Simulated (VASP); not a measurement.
Runs of VASP 6.6.1 on Si. It takes space group Fd-3m (No. 227, cubic). The conventional cell has a = 5.427 Å, b = 5.427 Å, c = 5.427 Å, α = 90.00°, β = 90.00°, γ = 90.00°. Around Si (site symmetry -43m) lie 4 Si at 2.35 Å. 

```csv
k mesh,cutoff (eV),mesh quality,gap on the mesh (eV),pressure (GPa)
8 × 8 × 8,600,not flagged,0.61,2.1
8 × 8 × 8,300,not flagged,0.61,(a)
12 × 12 × 12,520,not flagged,0.57,2.1
8 × 8 × 8,350,not flagged,0.61,2.1
4 × 4 × 4,520,coarse,0.69,2.8
8 × 8 × 8,520,not flagged,0.61,2.1
14 × 14 × 14,520,not flagged,0.57,2.1
8 × 8 × 8,400,not flagged,0.61,2.1
8 × 8 × 8,250,not flagged,(b),-
8 × 8 × 8,700,not flagged,0.61,2.2
6 × 6 × 6,520,not flagged,0.70,2.2
8 × 8 × 8,450,not flagged,0.61,2.1
```

Alike in all rows: task single point; level PBE; potentials or basis VASP PAW PBE potentials, release 64 (Si); no spin polarisation; cell as given; smearing gaussian 0.02 eV.

Estimate the missing entries.

(a) 2.0; (b) 0.62.

Caveats: some runs use coarse meshes; the cutoff is under 1.25 times the usual one of these potentials, so pressure, stress and relaxed cells hold a basis-set (Pulay) error (some runs).

A k mesh can miss the band edges.
